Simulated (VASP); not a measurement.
Consider the following.

```
CELL_PARAMETERS angstrom
     10.93707     0.00000     0.00000
      0.00000    10.93707     0.00000
      0.00000     0.00000    10.93707
ATOMIC_POSITIONS crystal
  Si 0.50000 0.00000 0.00000
  Si 0.62500 0.12500 0.12500
  Si 0.75000 0.25000 0.00000
  Si 0.87500 0.37500 0.12500
  Si 0.75000 0.00000 0.25000
  Si 0.87500 0.12500 0.37500
  Si 0.00000 0.00000 0.00000
  Si 0.12500 0.12500 0.12500
  Si 0.25000 0.25000 0.00000
  Si 0.37500 0.37500 0.12500
  Si 0.50000 0.50000 0.00000
  Si 0.62500 0.62500 0.12500
  Si 0.75000 0.75000 0.00000
  Si 0.87500 0.87500 0.12500
  Si 0.25000 0.00000 0.25000
  Si 0.37500 0.12500 0.37500
  Si 0.50000 0.25000 0.25000
  Si 0.62543 0.37930 0.37866
  Si 0.75000 0.50000 0.25000
  Si 0.87500 0.62500 0.37500
  Si 0.50000 0.00000 0.50000
  Si 0.62500 0.12500 0.62500
  Si 0.75000 0.25000 0.50000
  Si 0.87500 0.37500 0.62500
  Si 0.75000 0.00000 0.75000
  Si 0.87500 0.12500 0.87500
  Si 0.00000 0.50000 0.00000
  Si 0.12500 0.62500 0.12500
  Si 0.25000 0.75000 0.00000
  Si 0.37500 0.87500 0.12500
  Si 0.00000 0.25000 0.25000
  Si 0.12500 0.37500 0.37500
  Si 0.25000 0.50000 0.25000
  Si 0.37597 0.62676 0.37537
  Si 0.50000 0.75000 0.25000
  Si 0.62500 0.87500 0.37500
  Si 0.00000 0.00000 0.50000
  Si 0.12500 0.12500 0.62500
  Si 0.25000 0.25000 0.50000
  Si 0.37612 0.37931 0.62652
  Si 0.62281 0.62123 0.62660
  Si 0.75000 0.75000 0.50000
  Si 0.87500 0.87500 0.62500
  Si 0.25000 0.00000 0.75000
  Si 0.37500 0.12500 0.87500
  Si 0.50000 0.25000 0.75000
  Si 0.62500 0.37500 0.87500
  Si 0.75000 0.50000 0.75000
  Si 0.87500 0.62500 0.87500
  Si 0.00000 0.75000 0.25000
  Si 0.12500 0.87500 0.37500
  Si 0.00000 0.50000 0.50000
  Si 0.12500 0.62500 0.62500
  Si 0.25000 0.75000 0.50000
  Si 0.37500 0.87500 0.62500
  Si 0.00000 0.25000 0.75000
  Si 0.12500 0.37500 0.87500
  Si 0.25000 0.50000 0.75000
  Si 0.37500 0.62500 0.87500
  Si 0.50000 0.75000 0.75000
  Si 0.62500 0.87500 0.87500
  Si 0.00000 0.75000 0.75000
  Si 0.12500 0.87500 0.87500
  Al 0.49951 0.49746 0.50355
```

Method: PBE GGA, VASP's PBE PAW potentials (set 64) (plane waves; VASP). Run with PREC = Normal, LREAL = Auto, ISYM = 0, EDIFF = 1E-5, 400 eV cut-off, 1×1×1 Γ-centred mesh, Gaussian smearing of 0.050 eV, potentials Si Al. Starting moments (MAGMOM): 64*0.0156. The cell's moment is fixed (NUPDOWN = 1).

The supercell is sampled at Γ alone, which is coarse: total energies, pressure and levels can be off, energies of defects by several tenths of an eV.

Question: The ions are relaxed. Which structure does the run end with?

Answer: 
```
CELL_PARAMETERS angstrom
     10.93707     0.00000     0.00000
      0.00000    10.93707     0.00000
      0.00000     0.00000    10.93707
ATOMIC_POSITIONS crystal
  Si 0.49975 0.99989 0.00007
  Si 0.62468 0.12457 0.12480
  Si 0.74982 0.24992 0.00012
  Si 0.87574 0.37557 0.12473
  Si 0.74979 0.99990 0.25020
  Si 0.87589 0.12461 0.37555
  Si 0.99987 0.99975 0.99979
  Si 0.12522 0.12527 0.12524
  Si 0.25022 0.25010 0.00011
  Si 0.37546 0.37532 0.12585
  Si 0.49988 0.49979 0.99997
  Si 0.62492 0.62493 0.12546
  Si 0.74972 0.74969 0.99989
  Si 0.87496 0.87505 0.12529
  Si 0.25024 0.00021 0.25024
  Si 0.37552 0.12592 0.37541
  Si 0.50126 0.24942 0.24943
  Si 0.62850 0.37271 0.37268
  Si 0.75082 0.49891 0.24909
  Si 0.87473 0.62504 0.37535
  Si 0.49994 0.99984 0.49985
  Si 0.62482 0.12562 0.62485
  Si 0.75085 0.24900 0.49878
  Si 0.87487 0.37512 0.62496
  Si 0.74963 0.99998 0.74962
  Si 0.87501 0.12526 0.87502
  Si 0.99974 0.49968 0.00018
  Si 0.12446 0.62478 0.12471
  Si 0.25001 0.74986 0.00014
  Si 0.37550 0.87604 0.12469
  Si 0.00009 0.25014 0.25013
  Si 0.12573 0.37542 0.37534
  Si 0.24933 0.50097 0.24922
  Si 0.37217 0.62884 0.37229
  Si 0.49901 0.75086 0.24891
  Si 0.62503 0.87468 0.37537
  Si 0.99969 0.99968 0.49973
  Si 0.12438 0.12437 0.62475
  Si 0.24912 0.24914 0.50107
  Si 0.37141 0.37216 0.62943
  Si 0.62848 0.62853 0.62928
  Si 0.75041 0.75028 0.50100
  Si 0.87555 0.87582 0.62487
  Si 0.25013 0.99997 0.74977
  Si 0.37550 0.12448 0.87602
  Si 0.49876 0.24893 0.75092
  Si 0.62497 0.37505 0.87498
  Si 0.75090 0.50047 0.75098
  Si 0.87595 0.62497 0.87597
  Si 0.99995 0.74980 0.25019
  Si 0.12451 0.87611 0.37557
  Si 0.99993 0.49983 0.49985
  Si 0.12533 0.62505 0.62487
  Si 0.24890 0.75093 0.49883
  Si 0.37515 0.87485 0.62497
  Si 0.00005 0.25000 0.74980
  Si 0.12423 0.37552 0.87629
  Si 0.24848 0.49910 0.75131
  Si 0.37508 0.62507 0.87508
  Si 0.50068 0.75079 0.75097
  Si 0.62490 0.87612 0.87601
  Si 0.99985 0.74977 0.74962
  Si 0.12526 0.87506 0.87497
  Al 0.49911 0.49956 0.50027
``` The cell ends with 1.00 μB, on the first 30 sites 0.01 0.01 0.01 0.01 0.01 0.01 0.01 0.01 0.01 0.01 0.00 0.01 0.01 0.01 0.01 0.01 0.01 0.01 0.01 0.01 0.00 0.01 0.01 0.01 0.01 0.01 0.01 0.01 0.01 0.01 μB.

Question: How much energy does the relaxation gain?

Answer: The energy (σ→0) changes by -3.9 meV/atom, in 8 ionic steps.

The cell is a supercell with a defect, built from Si (diamond): Al_Si.
